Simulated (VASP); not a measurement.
These are PBE GGA, VASP's PBE PAW potentials (set 64) (plane waves; VASP) values and carry that method's errors.

The input files of a VASP run:

### POSCAR
```
NaI
1
    0.0000000000     2.8076341093     2.8076341093
    2.8076341093     0.0000000000     2.8076341093
    2.8076341093     2.8076341093     0.0000000000
Na I
1 1
Direct
  0.0000000000   0.0000000000   0.0000000000
  0.5000000000   0.5000000000   0.5000000000
```

**INCAR**
```
ALGO = Normal
EDIFF = 1E-6
EDIFFG = -0.02
ENCUT = 500
GGA = PE
IBRION = 2
ISIF = 3
ISMEAR = 0
LASPH = T
LCHARG = F
LMAXMIX = 4
LREAL = F
LWAVE = F
NELM = 100
NSW = 40
PREC = Accurate
PSTRESS = 200
SIGMA = 0.05
SYSTEM = NaI
```

### KPOINTS
```
Automatic
0
gamma
8 8 8
0 0 0
```

POTCAR, in this order: Na_pv I (PBE.64 set). Program: vasp_std.

What VASP printed:

**OSZICAR**
```
       N       E                     dE             d eps       ncg     rms          rms(c)
DAV:   1     0.827142529462E+02    0.82714E+02   -0.70549E+03   649   0.125E+03
DAV:   2     0.929697419597E+00   -0.81785E+02   -0.76520E+02   673   0.274E+02
DAV:   3    -0.428789932297E+01   -0.52176E+01   -0.51722E+01   784   0.671E+01
DAV:   4    -0.441359296424E+01   -0.12569E+00   -0.12559E+00   755   0.106E+01
DAV:   5    -0.441708315830E+01   -0.34902E-02   -0.34901E-02   774   0.187E+00    0.264E+00
DAV:   6    -0.436805750664E+01    0.49026E-01   -0.54194E-02   743   0.184E+00    0.182E+00
DAV:   7    -0.435702517989E+01    0.11032E-01   -0.59678E-02   731   0.202E+00    0.662E-01
DAV:   8    -0.435746668449E+01   -0.44150E-03   -0.27809E-03   701   0.508E-01    0.105E-01
DAV:   9    -0.435744369288E+01    0.22992E-04   -0.93361E-05   773   0.125E-01    0.340E-02
DAV:  10    -0.435745291272E+01   -0.92198E-05   -0.19399E-05   737   0.654E-02    0.104E-02
DAV:  11    -0.435745299555E+01   -0.82831E-07   -0.36995E-06   753   0.369E-02
   1 F= 0.11680388E+01 E0= 0.11680388E+01  d E =0.116804E+01
```

File OUTCAR:
```
------------------------ aborting loop because EDIFF is reached ----------------------------------------
  FORCE on cell =-STRESS in cart. coord.  units (eV):
  Direction    XX          YY          ZZ          XY          YZ          ZX
  --------------------------------------------------------------------------------------
  Total        5.5133963      5.5133963      5.5133963      0.0000000     -0.0000000      0.0000000
  in kB      199.5621914    199.5621914    199.5621914      0.0000000     -0.0000000      0.0000000
  external PRESSURE =      -0.4378086 kB  Pullay stress =     200.0000000 kB
  volume of cell :       44.26
      direct lattice vectors                 reciprocal lattice vectors
     0.000000000  2.807634109  2.807634109    -0.178085883  0.178085883  0.178085883
     2.807634109  0.000000000  2.807634109     0.178085883 -0.178085883  0.178085883
     2.807634109  2.807634109  0.000000000     0.178085883  0.178085883 -0.178085883
  FREE ENERGIE OF THE ION-ELECTRON SYSTEM (eV)
  ---------------------------------------------------
  free  energy   TOTEN  =        -4.3574529955 eV

  energy  without entropy=       -4.3574529955  energy(sigma->0) =       -4.35745300
  enthalpy is  TOTEN    =         1.1680388037 eV   P V=        5.5254917992

 reached required accuracy - stopping structural energy minimisation
```
(Selected blocks of OUTCAR.)

The compound is NaI in the rock salt structure. It was relaxed first under an external pressure of 20 GPa.
